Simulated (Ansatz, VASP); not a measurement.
# TlBi: VASP beside Ansatz

Wanted: the spread between two codes on one cell, functional and k mesh. The cell is taken from a series of runs on this material, whose earlier steps may have relaxed, scaled, displaced or heated it; both programs get it as it stands.

Program: Ansatz 0.2.0. Level of theory: plane waves, with VASP 6.6.1 beside it; relaxation of cell and atoms at PBEsol. Results are calculated unless marked as measured.

### 1. Set-up

It takes space group R-3m (No. 166, trigonal). The conventional cell has a = 5.498 Å, b = 5.498 Å, c = 26.934 Å, α = 90.00°, β = 90.00°, γ = 120.00°. Nearest to Tl lie 8 Bi at 3.28 to 3.39 Å. Nearest to Tl lie 8 Bi at 3.35 to 3.45 Å. Nearest to Bi lie 8 Tl at 3.28 to 3.45 Å. Nearest to Bi lie 8 Tl at 3.31 to 3.35 Å. Bi has 8 Tl at 3.39 to 3.42 Å nearest. Farther neighbours are not listed.

### 2. VASP: relaxation of cell and atoms, PBEsol

The relaxed volume is the usual yardstick between codes: in a stiff, nearly cubic crystal its relative difference is about their pressure difference at one cell divided by the bulk modulus.

Lines of VASP's logs that name or quote its potential files are left out, and so is its time.

File INCAR:

```
SYSTEM = TlBi
PREC = Accurate
ENCUT = 500
EDIFF = 1E-07
NELM = 120
ISMEAR = 1
SIGMA = 0.2
LREAL = .FALSE.
ALGO = Normal
GGA = PS
NBANDS = 69
LORBIT = 11
LWAVE = .FALSE.
LCHARG = .FALSE.
ISIF = 3
IBRION = 2
NSW = 80
EDIFFG = -0.005
LASPH = .TRUE.
GGA_COMPAT = .FALSE.
NELMIN = 4
KPAR = 2
```

File POSCAR:

```
TlBi
1.0
   -3.8875780000      0.0000000000      3.8875780000
   -3.8875780000      3.8875780000      0.0000000000
   -7.7751560000     -3.8875780000     -3.8875780000
Tl Bi
4 4
Direct
    0.7479478868      0.7479478868      0.7561565966
    0.5020522418      0.5020522418      0.4938435318
    0.2520522525      0.2520522525      0.2438434997
    0.9979478761      0.9979478761      0.0061566288
    0.8698021622      0.8698021622      0.3905937706
    0.6250000643      0.6250000643      0.1250000642
    0.3801979664      0.3801979664      0.8594063578
    0.1250000643      0.1250000643      0.6250000642
```

File KPOINTS:

```
Automatic mesh
0
Gamma
9 9 9
0 0 0
```

PAW data sets: Tl_d and Bi_d (PBE family, release 64).

Launch:

```console
mpirun -np 2 vasp_std
```

Numbers of over 12 decimals in the logs are rounded to 6 here.

The log of the run:

```text
[banner, memory and clock lines left out]
running    2 mpi-ranks, on    1 nodes
 distrk:  each k-point on    1 cores,    2 groups
 distr:  one band on    1 cores,    1 groups

 POSCAR found type information on POSCAR TlBi
 POSCAR found :  2 types and       8 ions
|                                                                             |
|               ----> ADVICE to this user running VASP <----                  |
|                                                                             |
|     You enforced a specific xc type in the INCAR file but a different       |
|     [... a line on the potential file left out ...]
|     I HOPE YOU KNOW WHAT YOU ARE DOING!                                     |
|                                                                             |

 LDA part: xc-table for (Slater+PW92), standard interpolation
 POSCAR, INCAR and KPOINTS ok, starting setup
 FFT: planning ... GRIDC
 FFT: planning ... GRID_SOFT
 FFT: planning ... GRID
 WAVECAR not read
 entering main loop
       N       E                     dE             d eps       ncg     rms          rms(c)
DAV:   1     0.121263031355E+04    0.12126E+04   -0.54786E+04 11767   0.179E+03
DAV:   2     0.126248450910E+03   -0.10864E+04   -0.10542E+04 11762   0.516E+02
DAV:   3    -0.187618290960E+02   -0.14501E+03   -0.13900E+03 12835   0.187E+02
DAV:   4    -0.270840193489E+02   -0.83222E+01   -0.81574E+01 13124   0.415E+01
DAV:   5    -0.274555587787E+02   -0.37154E+00   -0.37106E+00 15755   0.907E+00    0.592E+00
DAV:   6    -0.273093003129E+02    0.14626E+00   -0.37637E-01 13846   0.402E+00    0.406E+00
DAV:   7    -0.272870248601E+02    0.22275E-01   -0.23759E-01 13349   0.287E+00    0.931E-01
DAV:   8    -0.272823670573E+02    0.46578E-02   -0.27369E-02 12660   0.104E+00    0.114E-01
DAV:   9    -0.272823484468E+02    0.18610E-04   -0.23385E-03 13142   0.306E-01    0.455E-02
DAV:  10    -0.272823518332E+02   -0.33864E-05   -0.28212E-04 14135   0.872E-02    0.236E-02
DAV:  11    -0.272823517921E+02    0.41076E-07   -0.29822E-05 14172   0.357E-02    0.437E-03
DAV:  12    -0.272823515255E+02    0.26661E-06   -0.38606E-06 14428   0.986E-03    0.126E-03
DAV:  13    -0.272823515503E+02   -0.24786E-07   -0.27736E-07  9714   0.277E-03
   1 F= -.27282352E+02 E0= -.27284211E+02  d E =-.272824E+02
[...]
2 F= -.27284336E+02 E0= -.27286449E+02  d E =-.198439E-02
[...]
3 F= -.27285163E+02 E0= -.27287471E+02  d E =-.281148E-02
[...]
4 F= -.27285228E+02 E0= -.27287602E+02  d E =-.287662E-02
[...]
5 F= -.27285245E+02 E0= -.27287618E+02  d E =-.172050E-04
[...]
6 F= -.27285255E+02 E0= -.27287626E+02  d E =-.267616E-04
 curvature:  -1.68 expect dE=-0.474E-04 dE for cont linesearch -0.156E-08
 trial: gam= 1.55826 g(F)=  0.421E-05 g(S)=  0.241E-04 ort =-0.131E-06 (trialstep = 0.421E+00)
 search vector abs. value=  0.725E-04
 bond charge predicted
       N       E                     dE             d eps       ncg     rms          rms(c)
DAV:   1    -0.272852857855E+02   -0.30888E-04   -0.47916E-03 13342   0.280E-01    0.278E-02
DAV:   2    -0.272852704084E+02    0.15377E-04   -0.96201E-05 13637   0.627E-02    0.101E-02
DAV:   3    -0.272852671531E+02    0.32553E-05   -0.11205E-05 14134   0.225E-02    0.534E-03
DAV:   4    -0.272852662684E+02    0.88475E-06   -0.10569E-06 14292   0.564E-03    0.110E-03
DAV:   5    -0.272852660754E+02    0.19304E-06   -0.80503E-08  6595   0.182E-03    0.422E-04
DAV:   6    -0.272852660217E+02    0.53687E-07   -0.13639E-08  6415   0.803E-04
   7 F= -.27285266E+02 E0= -.27287638E+02  d E =-.110877E-04
 ZBRENT: can't locate minimum, use default step
 trial-energy change:   -0.000011  1 .order   -0.000010   -0.000012   -0.000009
 step:   1.6853(harm=  1.7423)  dis= 0.00118  next Energy=   -27.285279 (dE=-0.245E-04)
 reached required accuracy - stopping structural energy minimisation
```

Parts of OUTCAR (step 2):

```text
ion  position               nearest neighbor table
   1  0.748  0.748  0.756-   5 3.28   7 3.31   7 3.31   7 3.31   6 3.31   8 3.39   8 3.39   8 3.39
                             4 3.89   4 3.89   4 3.89   2 3.95   2 3.95   2 3.95
   2  0.502  0.502  0.494-   7 3.28   5 3.31   5 3.31   5 3.31   6 3.31   8 3.39   8 3.39   8 3.39
                             3 3.89   3 3.89   3 3.89   1 3.95   1 3.95   1 3.95
   3  0.252  0.252  0.244-   6 3.35   6 3.35   6 3.35   8 3.42   5 3.44   5 3.44   5 3.44   7 3.45
                             4 3.82   4 3.82   4 3.82   2 3.89   2 3.89   2 3.89
   4  0.998  0.998  0.006-   6 3.35   6 3.35   6 3.35   8 3.42   7 3.44   7 3.44   7 3.44   5 3.45
                             3 3.82   3 3.82   3 3.82   1 3.89   1 3.89   1 3.89
   5  0.870  0.870  0.391-   1 3.28   2 3.31   2 3.31   2 3.31   3 3.44   3 3.44   3 3.44   4 3.45
                             8 3.81   8 3.81   8 3.81
   6  0.625  0.625  0.125-   1 3.31   2 3.31   3 3.35   4 3.35   4 3.35   4 3.35   3 3.35   3 3.35

  LATTYP: Found a trigonal (rhomboedric) cell.
 ALAT       =     9.5225824353
 COS(alpha) =     0.8333333333

 Subroutine GETGRP returns: Found 12 space group operations
 (whereof  6 operations were pure point group operations)

The static configuration has the point symmetry C_3v.
 The point group associated with its full space group is D_3d.

 Found     85 irreducible k-points:

   k-points           NKPTS =     85   k-points in BZ     NKDIM =     85   number of bands    NBANDS=     69

   dimension x,y,z NGX =    40 NGY =   40 NGZ =   70
   dimension x,y,z NGXF=    80 NGYF=   80 NGZF=  140

   ENCUT  =  500.0 eV  36.75 Ry    6.06 a.u.  10.02 10.02 17.36*2*pi/ulx,y,z

   NELECT =     112.0000    total number of electrons

 k-points in reciprocal lattice and weights: Automatic mesh
   0.00000000  0.00000000  0.00000000       0.001
   0.11111111  0.00000000  0.00000000       0.008
   0.22222222  0.00000000  0.00000000       0.008
   0.33333333  0.00000000  0.00000000       0.008
   0.44444444  0.00000000  0.00000000       0.008
   0.11111111  0.11111111  0.00000000       0.008
   0.22222222  0.11111111  0.00000000       0.016
   0.33333333  0.11111111  0.00000000       0.016
   0.44444444  0.11111111  0.00000000       0.016
[...]
0.00000000  0.00000000  0.44444444       0.003
  -0.11111111  0.00000000  0.44444444       0.008

 average (electrostatic) potential at core
       1 -82.0494       2 -82.0494       3 -82.0381       4 -82.0381       5-103.4967
       6-103.4291       7-103.4967       8-103.5886

 E-fermi :   7.1994

 k-point     1 :       0.0000    0.0000    0.0000
  band No.  band energies     occupation
    ...
     57       6.6755      2.00134
     58       6.7442      2.00594
     59       6.8780      2.04549
     60       7.1402      1.47717
     61       7.1402      1.47717
     62       7.6777     -0.00371
     63       7.8820     -0.00002
     64      10.9926     -0.00000
     65      10.9926     -0.00000
     66      11.0378     -0.00000
    ...

 k-point     2 :       0.1111    0.0000    0.0000
  band No.  band energies     occupation
    ...
     55       6.3674      2.00000
     56       6.5677      2.00007
     57       6.7087      2.00284
     58       7.0073      2.04105
     59       7.0340      1.99326
     60       7.3914     -0.04095
     61       7.6901     -0.00284
     62       7.7391     -0.00091
     63       7.9695     -0.00000
     64      10.2141     -0.00000
    ...

 k-point     3 :       0.2222    0.0000    0.0000
  band No.  band energies     occupation
    ...
     54       6.2177      2.00000
     55       6.7571      2.00761
     56       6.7651      2.00884
     57       6.9303      2.06713
     58       6.9626      2.07037
     59       7.7824     -0.00030
     60       7.8839     -0.00001
     61       7.9762     -0.00000
     62       8.7521     -0.00000
     63       9.4612     -0.00000
    ...

  Total        0.0279869      0.0279869      0.0279869     -0.0013098     -0.0013098     -0.0013098
  in kB        0.1908265      0.1908265      0.1908265     -0.0089310     -0.0089310     -0.0089310
  external PRESSURE =       0.1908265 kB  Pullay stress =       0.0000000 kB

  energy-cutoff  :      500.00
  volume of cell :      234.98
      direct lattice vectors                 reciprocal lattice vectors
    -3.874202738  0.000000000  3.874202738    -0.064747186 -0.064747186  0.193370436
    -3.874202738  3.874202738  0.000000000    -0.064747186  0.193370436 -0.064747186
    -7.801240676 -3.927037939 -3.927037939    -0.063876064 -0.063876064 -0.063876064

 POSITION                                       TOTAL-FORCE (eV/Angst)
 -----------------------------------------------------------------------------------
    -11.69751     -0.07490     -0.07490        -0.002629     -0.002629     -0.002629
     -7.73955      0.00886      0.00886         0.002629      0.002629      0.002629
     -3.85421      0.01999      0.01999         0.001012      0.001012      0.001012
     -7.78160      3.84100      3.84100        -0.001012     -0.001012     -0.001012
     -9.78548      1.83712      1.83712        -0.001299     -0.001299     -0.001299
     -5.81791      1.93050      1.93050        -0.000000     -0.000000      0.000000
     -9.65157     -1.90317     -1.90317         0.001299      0.001299      0.001299
     -5.84433     -1.97012     -1.97012        -0.000000     -0.000000      0.000000
 -----------------------------------------------------------------------------------
    total drift:                                0.003726     -0.000325     -0.000325

  FREE ENERGIE OF THE ION-ELECTRON SYSTEM (eV)
  ---------------------------------------------------
  free  energy   TOTEN  =       -27.2852660217 eV

  energy  without entropy=      -27.2923811787  energy(sigma->0) =      -27.28763774

 reached required accuracy - stopping structural energy minimisation

 total charge
# of ion       s       p       d       tot
------------------------------------------
    1        1.165   0.422   9.645  11.232
    2        1.165   0.422   9.645  11.232
    3        1.183   0.381   9.646  11.210
    4        1.183   0.381   9.646  11.210
    5        1.540   1.287   9.911  12.738
    6        1.536   1.305   9.910  12.751
    7        1.540   1.287   9.911  12.738
    8        1.546   1.262   9.912  12.720
--------------------------------------------------
tot         10.858   6.747  78.225  95.830

[... 3 further parts left out ...]
```

[end of part 1 of 2]

[Lines on the potential files, build, host, timing and source positions are cut from VASP's logs without a mark.]

[Logs are printed without paths, hosts, clocks, repeated set-up lines and the standing remarks that a program may print on its own settings, such as how far it seeks lower states.]

[Hosts, paths, dates, database ids (printed as entryN), source tags and the programs' standing remarks are cut or masked in the printed files.]
